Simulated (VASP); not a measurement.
BaTiO₃ (space group P4mm): the band gap from VASP (plane waves, PAW) at several levels of theory. Gaps are without spin-orbit coupling. Each level names its cell: its own relaxed one, PBE's, or the starting one. A gap is the smallest over the k-mesh and a band path; hybrids may have named points in place of the path, and GW has the mesh alone.  The mesh is coarse and the basis finite, so the quasiparticle values are not converged.

```json
[
 {"level": "LDA (own cell)", "band gap (eV)": "1.75"},
 {"level": "G0W0@PBE (starting cell)", "band gap (eV)": "3.49"}
]
```

The cell of the LDA (own cell) run:

```
CELL_PARAMETERS angstrom
      3.93991     0.00000     0.00000
      0.00000     3.93991     0.00000
      0.00000     0.00000     3.99641
ATOMIC_POSITIONS crystal
  Ba 0.50000 0.50000 0.57965
  Ti 0.00000 0.00000 0.09265
  O  0.00000 0.50000 0.06507
  O  0.50000 0.00000 0.06507
  O  0.00000 0.00000 0.55755
```

Only levels that ran to the end are used. Left out are those held back, those with too coarse a band path, GW runs whose mesh misses a band edge, hybrids' fits of cells that aren't cubic and levels without matching references; a question may draw on a part of the rest.

The structure comes from a computed database's BaTiO3 entry (P4mm); how it stands against other phases isn't given here.
